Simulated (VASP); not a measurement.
CaO (rock salt) relaxed at rising pressure, in one space group throughout; other phases were not tried. The pressures are those reached. Method: PBEsol GGA, VASP's PBE PAW potentials (set 64) (plane waves; VASP 6.6.1).

```tsv
P (GPa)	V (Å³/atom)	k-mesh
-0.11	13.618	10×10×10
5.01	13.077	10×10×10
9.99	12.642	10×10×10
19.88	11.957	10×10×10
29.83	11.420	10×10×10
```

Question: Fit an equation of state and predict the volume at 44.97 GPa.

Answer: Least squares on the third-order Birch-Murnaghan form, P = (3B0/2)(y⁷ − y⁵)[1 + (3/4)(B′ − 4)(y² − 1)] with y = (V0/V)^(1/3), gives V0 = 13.605 Å³/atom, B0 = 116 GPa and B′ = 4.4, and so 10.784 Å³/atom. The run gave 10.782 Å³/atom, -0.0 % from the fit.

Pressures at which the relaxation failed are left out.

The compound is CaO in the rock salt structure.
